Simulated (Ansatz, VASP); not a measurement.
# PbO in two plane-wave programs, part 3 of 3

Aim: how closely do two programs agree when they are given the same cell, functional and k mesh?  Valence electrons are named where the data sets of a main pair hold unlike numbers.

VASP 6.6.1 and Ansatz 0.2.0.

So far. Step 2 (VASP: band structure, LDA): The run ends at a pressure of -2.94 GPa, with forces up to 0.47 eV/Å.

### Step 11. Ansatz: band structure, r2SCAN, spin-orbit coupling

Level of this step: Ansatz beside VASP: Kohn-Sham DFT, plane waves, r2SCAN, spin-orbit coupling (Ansatz).

The same cell, functional, mesh and smearing now go to Ansatz, which takes its cutoff from its data sets.

The cell is taken from a series of VASP runs on this material, whose earlier steps may have relaxed, scaled or displaced it; both programs get it as it stands.

input.yaml reads:

```yaml
crystal:
  lattice:
    - [3.96, 0.0, 0.0]
    - [0.0, 3.96, 0.0]
    - [0.0, 0.0, 5.07]
  atoms:
    - { symbol: Pb, position: [0.5, 0.0, 0.761486] }
    - { symbol: Pb, position: [0.0, 0.5, 0.238514] }
    - { symbol: O, position: [0.5, 0.5, 0.0] }
    - { symbol: O, position: [0.0, 0.0, 0.0] }
hamiltonian:
  xc: r2scan
  pseudopotentials: { kind: paw_fr }
magnetization:
  noncollinear: true
  spin_orbit: true
kpoints:
  mp_grid: { grid: [6, 6, 4] }
  band_path:
    path:
      - [0.0, 0.0, 0.0]
      - [0.0, 0.16667, 0.0]
      - [0.0, 0.33333, 0.0]
      - [0.0, 0.5, 0.0]
      - [0.11111, 0.5, 0.0]
      - [0.27778, 0.5, 0.0]
      - [0.44444, 0.5, 0.0]
      - [0.5, 0.5, 0.0]
      - [0.44444, 0.44444, 0.0]
      - [0.27778, 0.27778, 0.0]
      - [0.11111, 0.11111, 0.0]
      - [0.0, 0.0, 0.0]
      - [0.0, 0.0, 0.16667]
      - [0.0, 0.0, 0.33333]
      - [0.0, 0.0, 0.5]
      - [0.0, 0.11111, 0.5]
      - [0.0, 0.33333, 0.5]
      - [0.0, 0.5, 0.5]
      - [0.11111, 0.5, 0.5]
      - [0.27778, 0.5, 0.5]
      - [0.44444, 0.5, 0.5]
      - [0.44444, 0.44444, 0.5]
      - [0.27778, 0.27778, 0.5]
      - [0.11111, 0.11111, 0.5]
      - [0.0, 0.5, 0.0]
      - [0.0, 0.5, 0.16667]
      - [0.0, 0.5, 0.33333]
      - [0.0, 0.5, 0.5]
      - [0.5, 0.5, 0.11111]
      - [0.5, 0.5, 0.27778]
      - [0.5, 0.5, 0.5]
    npoints: 1
scf:
  occupations: { method: gaussian, width: 0.03 }
  n_extra_bands: 16
output:
  forces: true
  stress: true
  eigenvalues: true
```

Command:

```bash
$ ansatz run input.yaml --threads 2 --pin off --max-ram 4608MiB --backend cpu --events-out ev --progress --plain --runs-dir out
```

Numbers of over 12 decimals in the logs are rounded to 6 here.

The log of the run:

```text
[...]
Crystal: 4 atoms, lattice volume = 79.506 Å³
Basis set: ecut = 500 eV, 2019 PW (Γ), exchange–correlation on 120×120×160 points (64 copies of the dense FFT grid, shifted against one another)
Bands: 56, of which v1, the nominal top of the filled ones, is band 40 counted from 1 (39 counted from 0)
[...]
k-point 1: bands = [... 36 lower, 6.5644, 6.5644, 7.8284, 7.8284, 10.5940, 10.5940, 12.5118, 12.5118, ... 12 higher]
  k-point 2: bands = [... 36 lower, 6.5542, 6.5542, 7.1055, 7.1055, 10.5082, 10.5082, 12.2148, 12.2148, ... 12 higher]
  k-point 29: bands = [... 36 lower, 7.1132, 7.1132, 7.1132, 7.1132, 11.8000, 11.8000, 11.8000, 11.8000, ... 12 higher]
[key lines of the parts left out:]
SCF converged after 8 iterations
Magnetization: |M| = 0.0000 μB,  M = (+0.0000, +0.0000, +0.0000) μB
Free energy (F): -24911.399238 eV
Fermi energy:    8.992022 eV
P = ⅓ Tr σ = 0.2919 GPa (2.919 kbar)
```

Run time: 83 s. Hardware: 2 threads of Arm Neoverse N1, shared host; peak memory 0.81 GiB; 2.7 min of CPU time.

### Step 12. Comparison

What differs besides the data sets and the points named for the pairs above, as far as they apply: VASP keeps PBE cores, Ansatz makes them for the functional; the cutoff is 500 eV in Ansatz and 460 eV in VASP. Total energies have different zeros and are not compared.

Both answers:

```csv
quantity,Ansatz,VASP,difference
pressure (GPa),0.29,0.59,-0.30
gap over the path points (eV),1.383,1.407,-0.024
```

Forces (eV/Å; atoms numbered as in POSCAR):

```csv
atom,"Ansatz x, y, z","VASP x, y, z"
Pb1,"0.000, 0.000, 0.289","0.000, 0.000, 0.192"
Pb2,"0.000, 0.000, -0.289","0.000, 0.000, -0.192"
O3,"0.000, 0.000, 0.000","0.000, 0.000, 0.000"
O4,"0.000, 0.000, 0.000","0.000, 0.000, 0.000"
```

Levels at points of the path, from each program's valence-band top (eV; 8 filled, then empty):

```csv
k (reciprocal lattice),Ansatz,VASP
0.000 0.000 0.000,-1.92 -1.92 -1.91 -1.91 -1.73 -1.73 0.00 0.00 2.62 2.62 4.72 4.72 5.58 5.58,-1.88 -1.88 -1.88 -1.88 -1.70 -1.70 0.00 0.00 2.65 2.65 4.93 4.93 5.63 5.63
0.000 0.167 0.000,-2.44 -2.44 -1.99 -1.99 -1.93 -1.93 -0.08 -0.08 3.23 3.23 4.20 4.20 5.38 5.38,-2.40 -2.40 -1.96 -1.96 -1.90 -1.90 -0.07 -0.07 3.29 3.29 4.28 4.28 5.49 5.49
0.000 0.333 0.000,-2.92 -2.92 -2.49 -2.49 -2.29 -2.29 -0.76 -0.76 3.43 3.43 3.89 3.89 5.62 5.62,-2.89 -2.89 -2.46 -2.46 -2.26 -2.26 -0.74 -0.74 3.47 3.47 3.92 3.92 5.72 5.72
0.000 0.500 0.000,-3.13 -3.13 -3.13 -3.13 -1.84 -1.84 -1.84 -1.84 3.56 3.56 3.56 3.56 6.37 6.37,-3.11 -3.11 -3.11 -3.11 -1.82 -1.82 -1.82 -1.82 3.59 3.59 3.59 3.59 6.47 6.47
0.111 0.500 0.000,-2.89 -2.89 -2.84 -2.84 -1.83 -1.83 -1.73 -1.73 3.37 3.37 3.45 3.45 5.68 5.68,-2.86 -2.86 -2.82 -2.82 -1.81 -1.81 -1.71 -1.71 3.40 3.40 3.47 3.47 5.79 5.79
0.278 0.500 0.000,-2.32 -2.32 -2.17 -2.17 -1.64 -1.64 -1.49 -1.49 2.45 2.45 2.51 2.51 5.33 5.33,-2.29 -2.29 -2.15 -2.15 -1.60 -1.60 -1.47 -1.47 2.48 2.48 2.53 2.53 5.38 5.38
0.444 0.500 0.000,-1.92 -1.92 -1.88 -1.88 -1.24 -1.24 -1.23 -1.23 1.44 1.44 1.51 1.51 5.48 5.48,-1.90 -1.90 -1.87 -1.87 -1.20 -1.20 -1.19 -1.19 1.47 1.47 1.53 1.53 5.49 5.49
0.500 0.500 0.000,-1.88 -1.88 -1.88 -1.88 -1.19 -1.19 -1.19 -1.19 1.38 1.38 1.38 1.38 5.56 5.56,-1.87 -1.87 -1.87 -1.87 -1.15 -1.15 -1.15 -1.15 1.41 1.41 1.41 1.41 5.55 5.55
0.444 0.444 0.000,-2.04 -2.04 -1.78 -1.78 -1.35 -1.35 -1.20 -1.20 1.51 1.51 1.61 1.61 5.44 5.44,-2.03 -2.03 -1.77 -1.77 -1.32 -1.32 -1.16 -1.16 1.54 1.54 1.63 1.63 5.45 5.45
0.278 0.278 0.000,-3.01 -3.01 -2.78 -2.78 -1.38 -1.38 -0.82 -0.82 2.93 2.93 3.29 3.29 4.88 4.88,-2.98 -2.98 -2.77 -2.77 -1.35 -1.35 -0.80 -0.80 2.96 2.96 3.33 3.33 4.93 4.93
```

The forces differ by 40 meV/Å r.m.s., which is 50.5 % of the r.m.s. force of 0.078 eV/Å (both taken over all components). Among the levels compared at these points, filled levels agree within 56 meV and empty ones within 207 meV.

### Step 13. Other set-ups

Further runs change the set-up of one program: Ansatz's method, potentials or start, or VASP's data sets, cutoff or form of LDA. The table gives Ansatz less VASP for each quantity, since a change that brings one quantity closer may part another.

```csv
run,r.m.s. force difference (meV/Å),pressure (GPa),gap over the path points (eV)
as above,40,-0.30,-0.024
cores kept as stored,37,-0.27,-0.023
Ansatz's larger PAW set (cutoff 900 eV),40,-0.29,-0.018
norm-conserving potentials (cutoff 1250 eV),36,-0.18,-0.031
```

### Step 14. Summary of results

```
r.m.s. force difference (band structure, LDA)                         : 28 meV/Å
r.m.s. force difference (band structure, LDA, spin-orbit coupling)    : 24 meV/Å
r.m.s. force difference (band structure, r2SCAN, spin-orbit coupling) : 40 meV/Å
```

What this shows: The r.m.s. force difference is 40 meV/Å (band structure, r2SCAN, spin-orbit coupling), beyond the 12 meV/Å picked in this series as the mark of a large difference. Band structure, LDA, Ansatz's larger PAW set (cutoff 900 eV): the difference in pressure goes from 0.11 to 0.21 GPa. Band structure, LDA, norm-conserving potentials (cutoff 1143 eV): r.m.s. force difference goes from 28 to 4.7 meV/Å; the difference in pressure goes from 0.11 to 0.52 GPa. Band structure, LDA, spin-orbit coupling, cores kept as stored: the difference in pressure goes from 0.052 to 0.067 GPa; the difference in gap over the path points goes from 5.0e-4 to -0.0012 eV. Band structure, LDA, spin-orbit coupling, Ansatz's larger PAW set (cutoff 900 eV): the difference in pressure goes from 0.052 to 0.13 GPa; the difference in gap over the path points goes from 5.0e-4 to 0.0057 eV; the difference in pressure without Ansatz's Pulay correction goes from -0.37 to 0.061 GPa. Band structure, r2SCAN, spin-orbit coupling, Ansatz's larger PAW set (cutoff 900 eV): the difference in gap over the path points goes from -0.024 to -0.018 eV. 16 further runs of this series are not shown here. Such differences can come from data sets, numerical settings and the points named under the comparisons, not from the functional's error against experiment.

[Lines on the potential files, build, host, timing and source positions are cut from VASP's logs without a mark.]

[Logs are printed without paths, hosts, clocks, repeated set-up lines and the standing remarks that a program may print on its own settings, such as how far it seeks lower states.]

[Hosts, paths, dates, database ids (printed as entryN), source tags and the programs' standing remarks are cut or masked in the printed files.]
